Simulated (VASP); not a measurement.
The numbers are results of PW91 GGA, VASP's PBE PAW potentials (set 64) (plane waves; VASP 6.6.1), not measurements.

VASP ran on this input.

INCAR:
```
# general
SYSTEM  = Al3Sc
PREC    = Accurate
ENCUT   = 520
LREAL   = .FALSE.
LASPH   = .TRUE.

# electronic loop
EDIFF   = 1E-7
NELM    = 100
ALGO    = Normal
LMAXMIX = 4

# smearing
ISMEAR  = 1
SIGMA   = 0.1

# functional
GGA     = 91

# ions
ISIF    = 2

# output
LWAVE   = .FALSE.
LCHARG  = .FALSE.
```

POSCAR:
```
Al3Sc
1
    4.1900943413     0.0000000000     0.0000000000
    0.0000000000     4.1900943413     0.0000000000
    0.0000000000     0.0000000000     4.1900943413
Sc Al
1 3
Direct
  0.0000000000   0.0000000000   0.0000000000
  0.0000000000   0.5000000000   0.5000000000
  0.5000000000   0.0000000000   0.5000000000
  0.5000000000   0.5000000000   0.0000000000
```

KPOINTS:
```
Automatic
0
G
 8 8 8
```

POTCAR, in this order: Sc_sv Al (PBE.64 set). Program: vasp_std.

Q: What does the run give for the energy per atom (σ→0), pressure, band gap (on the k-mesh)?

A: 
```
Item                                                        Result
------------------------  ----------------------------------------
energy per atom (σ→0)                       -459.7 kJ/mol of atoms
band gap (on the k-mesh)  none (metal, semimetal or under 0.01 eV)
pressure                                                 -4.41 GPa
```

File OSZICAR:
```
...
DAV:   8    -0.190599490536E+02    0.24146E-01   -0.53975E-02  1588   0.222E+00    0.286E-01
DAV:   9    -0.190598949456E+02    0.54108E-04   -0.81611E-03  1518   0.116E+00    0.162E-01
DAV:  10    -0.190595801923E+02    0.31475E-03   -0.14312E-03  1644   0.429E-01    0.508E-02
DAV:  11    -0.190595960049E+02   -0.15813E-04   -0.98862E-05  1588   0.783E-02    0.384E-02
DAV:  12    -0.190595710601E+02    0.24945E-04   -0.17102E-04  1568   0.154E-01    0.256E-03
DAV:  13    -0.190595711826E+02   -0.12249E-06   -0.30579E-06  1504   0.178E-02    0.206E-03
DAV:  14    -0.190595712265E+02   -0.43956E-07   -0.11804E-07   882   0.354E-03
   1 F= -.19059571E+02 E0= -.19058888E+02  d E =-.205106E-02
```

The compound is Al3Sc in the L1_2 structure. This cell is one point of a volume scan, at 1.06 of the reference volume.
